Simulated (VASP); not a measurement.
Band gaps of SrO (rock salt) from VASP (PAW), without and with spin-orbit coupling. Semilocal levels are at their own relaxed cell, hybrids and mBJ at PBE's; 0.00 means no gap at that level.

The cell of the LDA run:

```xyz
2
Lattice="0.0000 2.5388 2.5388 2.5388 0.0000 2.5388 2.5388 2.5388 0.0000" Properties=species:S:1:pos:R:3 pbc="T T T"
Sr     0.0000     0.0000     0.0000
O      2.5388     2.5388     2.5388
```

| level | gap without SOC (eV) | gap with SOC (eV) | shift (eV) |
|---|---|---|---|
| LDA | 3.07 | 3.04 | -0.03 |
| PBE | 3.28 | ? | ? |
| PBEsol | 3.15 | ? | ? |
| r2SCAN | 3.75 | 3.73 | -0.02 |

Q: Some entries are withheld; supply them.

A: 
- PBEsol, gap with SOC (eV): 3.13
- PBEsol, shift (eV): -0.02
- PBE, gap with SOC (eV): 3.26
- PBE, shift (eV): -0.02

Only levels that ran to the end are used. Left out are those held back, those with too coarse a band path, GW runs whose mesh misses a band edge, hybrids' fits of cells that aren't cubic and levels without matching references; a question may draw on a part of the rest.

The compound is SrO in the rock salt structure.
